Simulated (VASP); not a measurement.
Runs of VASP 6.6.1 on FCClBrH. The cell holds a molecule in a box, 5 atoms: a = 12.000 Å, b = 12.000 Å, c = 12.000 Å, α = 90.00°, β = 90.00°, γ = 90.00°. 

```tsv
task	level	potentials or basis	cell	cutoff (eV)	grid for exact exchange (PRECFOCK)	screening parameter	exchange at q = 0	gap on the mesh (eV)	largest force (eV/Å)
single point	HSE06+D3(BJ)	VASP PAW PBE potentials, release 64 (F, C, Cl, Br, H)	as given	520	Normal	0.2 1/A	-	6.74	(b)
single point	PBE	VASP PAW PBE potentials, release 64 (F, C, Cl, Br, H)	atoms moved at random, drawn with an rms of 0.05 Å	520	-	-	-	5.25	1.62
atomic charges	PBE+TS	VASP PAW PBE potentials, release 64 (F, C, Cl, Br, H)	as given	520	-	-	-	5.19	(c)
relaxation of the atoms	revPBE	VASP PAW PBE potentials, release 64 (F, C, Cl, Br, H)	atoms relaxed	520	-	-	-	4.99	0.01
electron localisation function	PBE	VASP PAW PBE potentials, release 64 (F, C, Cl, Br, H)	as given	520	-	-	-	5.19	1.18
single point	PBE	VASP PAW PBE potentials, release 64 (F, C, Cl, Br, H)	as given	520	-	-	-	5.19	1.18
single point	B3LYP+D4	VASP PAW PBE potentials, release 64 (F, C, Cl, Br, H)	as given	520	Fast	-	default	(a)	0.85
single point	BLYP+D3(BJ)	VASP PAW PBE potentials, release 64 (F_s, C_s, Cl, Br, H_s)	as given	400	-	-	-	5.09	2.68
relaxation of the atoms	PBE	VASP PAW PBE potentials, release 64 (F, C, Cl, Br, H)	atoms relaxed from: atoms moved at random, drawn with an rms of 0.02 Å	520	-	-	-	5.04	0.01
```

Alike in all rows: no spin polarisation; k mesh 1 × 1 × 1; smearing gaussian 0.01 eV.

**Question.** Fill in the values left out.

**Answer.** (a) 6.96; (b) 0.53; (c) 1.19.

Caveats: the PAW data sets were made with another functional, which shifts forces and pressure a little (some runs).

A k mesh can miss the band edges, and the runs leave out spin-orbit coupling on Br.
